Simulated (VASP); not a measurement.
Here is the system:

```
CELL_PARAMETERS angstrom
     -2.49023     2.49023     2.49023
      2.49023    -2.49023     2.49023
      2.49023     2.49023    -2.49023
ATOMIC_POSITIONS crystal
  Ba 0.00000 0.00000 0.00000
```

Computed with vdW-DF-cx, VASP's PBE PAW potentials (set 64) (plane waves; VASP). Numerical set-up: 520 eV cut-off, 11×11×11 Γ-centred mesh, first-order Methfessel-Paxton smearing of 0.10 eV, potentials Ba_sv.

Q: The job: Ba (bcc), 1 atom, vdW-DF-cx, static run, 520 eV, 11×11×11 Γ-centred mesh. Roughly how much core time does it take on a busy server core?

A: About 30 core-seconds (one run on a shared machine, a rough figure). It had 56 irreducible k-points, 9 bands, up to 1677 plane waves and 11 electronic steps.

The compound is Ba in the bcc structure. This cell is one point of a volume scan, at 1.06 of the reference volume.
